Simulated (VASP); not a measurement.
Consider the following.

```yaml
crystal:
  lattice:
    - [2.68588, 0.00000, 0.00000]
    - [0.00000, 2.68588, 0.00000]
    - [0.00000, 0.00000, 3.71297]
  atoms:
    - { symbol: Fe, position: [0.00000, 0.00000, 0.00000], spin: 2.9 }
    - { symbol: Pt, position: [0.50000, 0.50000, 0.50000], spin: 0.3 }
```

These are PBEsol GGA, VASP's PBE PAW potentials (set 64) (plane waves; VASP) values and carry that method's errors. Run with 400 eV cut-off, 12×12×9 Γ-centred mesh, first-order Methfessel-Paxton smearing of 0.10 eV, potentials Fe Pt.

Unless said otherwise, spin-orbit coupling is left out, though it shifts the bands of the heavy elements here.

Predict the cell moment, energy per atom (σ→0), band gap (on the k-mesh) with the smallest direct gap where there is one.

The band gap (on the k-mesh) is none (metal, semimetal or under 0.01 eV), the cell moment comes out as 3.20 μB and the energy per atom (σ→0) comes out as -8.144 eV/atom.

Give the moment on each site (PAW-sphere projection).

```csv
site,moment (μB)
Fe1,2.85
Pt2,0.31
```

The compound is FePt in the L1_0 structure. It was relaxed first. The start is the result of an earlier pass.
